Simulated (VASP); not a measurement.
A run of VASP 6.6.1 is set up as follows.

Contents of INCAR:

```
ALGO = Fast ; EDIFF = 1E-5
ENCUT = 520 ; GGA = PE
ISIF = 2 ; ISMEAR = 0
LASPH = True ; LCHARG = False
LREAL = Auto ; LWAVE = False
NBANDS = 74 ; NELM = 80
PREC = Normal ; SIGMA = 0.15
```

Contents of KPOINTS:

```
k-points
0
Gamma
  6 6 1
```

Contents of POSCAR:

```
Si3Bi2Te3
1.0
    4.1009200000      0.0000000000      0.0000000000
   -2.0504600000      3.5515010000      0.0000000000
    0.0000000000      0.0000000000     31.8997400000
Si Bi Te
6 4 6
Direct
    0.3333330000      0.6666670000      0.0109180000
    0.3333330000      0.6666670000      0.0853630000
    0.0000000000      0.0000000000      0.1064610000
    0.6666670000      0.3333330000      0.9890820000
    0.6666670000      0.3333330000      0.9146370000
    0.0000000000      0.0000000000      0.8935390000
    0.0000000000      0.0000000000      0.3954150000
    0.3333330000      0.6666670000      0.2547080000
    0.6666670000      0.3333330000      0.7452920000
    0.0000000000      0.0000000000      0.6045850000
    0.3333330000      0.6666670000      0.4558990000
    0.6666670000      0.3333330000      0.3210990000
    0.0000000000      0.0000000000      0.1893330000
    0.0000000000      0.0000000000      0.8106670000
    0.6666670000      0.3333330000      0.5441010000
    0.3333330000      0.6666670000      0.6789010000
```

Potentials or basis: VASP PAW PBE potentials, release 64 (Si, Bi_d, Te).

Run with:

```bash
$ cat potpaw_PBE.64/Si/POTCAR potpaw_PBE.64/Bi_d/POTCAR potpaw_PBE.64/Te/POTCAR > POTCAR
$ mpirun -np 1 vasp_std > vasp.out
```

(1) Estimate the band gap on the k mesh.

(2) What does it give for the largest force?

(3) Predict the pressure.

Answers

(1) none (metal or under the smearing width).

(2) 0.050 eV/Å.

(3) 0.0 GPa.

Caveat: spin-orbit coupling is left out, which moves the levels of the heavy elements.
